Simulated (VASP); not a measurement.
Given:

```xyz
4
Lattice="2.5426 0.0000 0.0000 -1.2713 2.2019 0.0000 0.0000 0.0000 4.2055" Properties=species:S:1:pos:R:3 pbc="T T T"
B      1.2713     0.7340     4.2046
B      0.0000     1.4680     2.1018
N      1.2713     0.7340     2.6293
N      0.0000     1.4680     0.5266
```

These are PBEsol GGA, VASP's PBE PAW potentials (set 64) (plane waves; VASP) values and carry that method's errors. Run with 520 eV cut-off, 11×11×6 Γ-centred mesh, tetrahedra with Blöchl corrections, potentials B N.

The cores are frozen, which limits the accuracy of field gradients.

Task: Give the principal components of the electric field gradient (V/Å²) and the asymmetry η at each nucleus.

Result: 
```json
[
 {"atom": "B1", "Vxx": "-0.4", "Vyy": "-0.4", "Vzz": "0.9", "η": "0.00"},
 {"atom": "B2", "Vxx": "-0.4", "Vyy": "-0.4", "Vzz": "0.9", "η": "0.00"},
 {"atom": "N3", "Vxx": "-2.3", "Vyy": "-2.3", "Vzz": "4.6", "η": "0.00"},
 {"atom": "N4", "Vxx": "-2.3", "Vyy": "-2.3", "Vzz": "4.6", "η": "0.00"}
]
```

The structure comes from a computed database's BN entry (P6_3mc); how it stands against other phases isn't given here. It was relaxed first.
